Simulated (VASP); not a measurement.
Method: PBEsol GGA, VASP's PBE PAW potentials (set 64) (plane waves; VASP 6.6.1).

The input files of a VASP run:

KPOINTS:
```
Automatic mesh
0
Gamma
7 7 7
0 0 0
```

POSCAR:
```
Ca3GeN
1
    4.8041800000     0.0000000000     0.0000000000
    0.0000000000     4.8041800000     0.0000000000
    0.0000000000     0.0000000000     4.8041800000
Ca Ge N
3 1 1
Direct
  0.5000000000   0.0000000000   0.5000000000
  0.0000000000   0.5000000000   0.5000000000
  0.5000000000   0.5000000000   0.0000000000
  0.0000000000   0.0000000000   0.0000000000
  0.5000000000   0.5000000000   0.5000000000
```

### INCAR
```
SYSTEM  =  Ca3GeN
PREC  =  Accurate; ENCUT  =  400; LREAL  =  F
LASPH  =  T
EDIFF  =  1E-6; NELM  =  100; ALGO  =  Normal
LMAXMIX  =  4
ISMEAR  =  -1; SIGMA  =  0.1
GGA  =  PS
ISIF  =  2
LWAVE  =  F; LCHARG  =  F
```

POTCAR, in this order: Ca_sv Ge_d N (PBE.64 set). Program: vasp_std.

**Question.** What will the output report for the number of irreducible k-points (NKPTS), largest plane-wave count, number of space-group operations, FFT grid (NGX, NGY, NGZ)?

**Answer.** 
```yaml
number of irreducible k-points (NKPTS): 20
largest_plane_wave_count: 2030
number_of_space_group_operations: 48
FFT grid (NGX, NGY, NGZ): 32 × 32 × 32
```

The structure comes from a computed database's Ca3GeN entry; how it stands against other phases isn't given here. The cell was not relaxed at this level. The run is one of a series of settings (GGA = PS, POTCAR Ca_sv Ge_d N (PBE.64 set) against the base run), some of them coarse on purpose. The electron count is odd and the run is not spin-polarised, which forces a metal.
